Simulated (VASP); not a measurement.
Method: PBE GGA, VASP's PBE PAW potentials (set 64) (plane waves; VASP).

Input for VASP

**KPOINTS**
```
Automatic mesh
0
Gamma
3 3 3
0 0 0
```

### INCAR
```
# general
SYSTEM   =  ErSb
PREC     =  Accurate
ENCUT    =  400
LREAL    =  .False.
LASPH    =  .True.

# electronic loop
EDIFF    =  1E-6
NELM     =  100
ALGO     =  Normal
LMAXMIX  =  6

# smearing
ISMEAR   =  1
SIGMA    =  0.1

# functional
GGA      =  PE

# ions
ISIF     =  2

# output
LWAVE    =  .False.
LCHARG   =  .False.
```

POSCAR:
```
ErSb
4.8830770
  0.0000000000   0.7071068099   0.7071068099
  0.7071068099   0.0000000000   0.7071068099
  0.7071068099   0.7071068099   0.0000000000
Sb Er
1 1
Cartesian
  0.3535534050   0.3535534050   0.3535534050
  0.0000000000   0.0000000000   0.0000000000
```

POTCAR, in this order: Sb Er_3 (PBE.64 set). Program: vasp_std.

What VASP printed:

### OSZICAR
```
       N       E                     dE             d eps       ncg     rms          rms(c)
DAV:   1     0.293045732715E+02    0.29305E+02   -0.56532E+03   144   0.908E+02
DAV:   2    -0.847361101727E+01   -0.37778E+02   -0.36127E+02   144   0.230E+02
DAV:   3    -0.101526649487E+02   -0.16791E+01   -0.16694E+01   130   0.341E+01
DAV:   4    -0.101828864544E+02   -0.30222E-01   -0.29897E-01   149   0.430E+00
DAV:   5    -0.101847510863E+02   -0.18646E-02   -0.18622E-02   144   0.127E+00    0.183E+01
DAV:   6    -0.976024772836E+01    0.42450E+00   -0.10782E+00   168   0.889E+00    0.116E+01
DAV:   7    -0.974454037137E+01    0.15707E-01   -0.54745E-01   168   0.666E+00    0.186E+00
DAV:   8    -0.973565098277E+01    0.88894E-02   -0.91634E-02   168   0.277E+00    0.129E-01
DAV:   9    -0.973603720589E+01   -0.38622E-03   -0.21479E-03   160   0.419E-01    0.920E-02
DAV:  10    -0.973651482041E+01   -0.47761E-03   -0.63884E-04   136   0.181E-01    0.392E-02
DAV:  11    -0.973655274254E+01   -0.37922E-04   -0.17528E-04   120   0.125E-01    0.204E-02
DAV:  12    -0.973656303798E+01   -0.10295E-04   -0.45499E-05   152   0.543E-02    0.553E-03
DAV:  13    -0.973656243713E+01    0.60085E-06   -0.16929E-06   112   0.164E-02
   1 F= -.97365624E+01 E0= -.97384794E+01  d E =0.575100E-02
```

File OUTCAR:
```
------------------------ aborting loop because EDIFF is reached ----------------------------------------
  FORCE on cell =-STRESS in cart. coord.  units (eV):
  Direction    XX          YY          ZZ          XY          YZ          ZX
  --------------------------------------------------------------------------------------
  Total       -0.0002386     -0.0002386     -0.0002386     -0.0000000     -0.0000000     -0.0000000
  in kB       -0.0046439     -0.0046439     -0.0046439     -0.0000000     -0.0000000     -0.0000000
  external PRESSURE =      -0.0046439 kB  Pullay stress =       0.0000000 kB
  volume of cell :       82.33
      direct lattice vectors                 reciprocal lattice vectors
     0.000000000  3.452857000  3.452857000    -0.144807619  0.144807619  0.144807619
     3.452857000  0.000000000  3.452857000     0.144807619 -0.144807619  0.144807619
     3.452857000  3.452857000  0.000000000     0.144807619  0.144807619 -0.144807619
 POSITION                                       TOTAL-FORCE (eV/Angst)
 -----------------------------------------------------------------------------------
      1.72643      1.72643      1.72643        -0.000000     -0.000000     -0.000000
      0.00000      0.00000      0.00000         0.000000      0.000000      0.000000
 -----------------------------------------------------------------------------------
    total drift:                                0.000000      0.000000      0.000000
  FREE ENERGIE OF THE ION-ELECTRON SYSTEM (eV)
  ---------------------------------------------------
  free  energy   TOTEN  =        -9.7365624371 eV

  energy  without entropy=       -9.7423134371  energy(sigma->0) =       -9.73847944
```
(Selected blocks of OUTCAR.)

The 4f electrons are frozen in the core of the lanthanide potential, so 4f levels, which can set the real gap, and their magnetism are missing.

The structure was generated: ErSb was put into the zincblende type (F-43m), which need not be its known phase. The cell was not relaxed at this level. The k-mesh is coarse (spacing up to 0.53 per Å, 2π included), so the numbers may not be converged in it. The run is one of a series of settings (KPOINTS 3×3×3 Γ-centred mesh against the base run), some of them coarse on purpose.
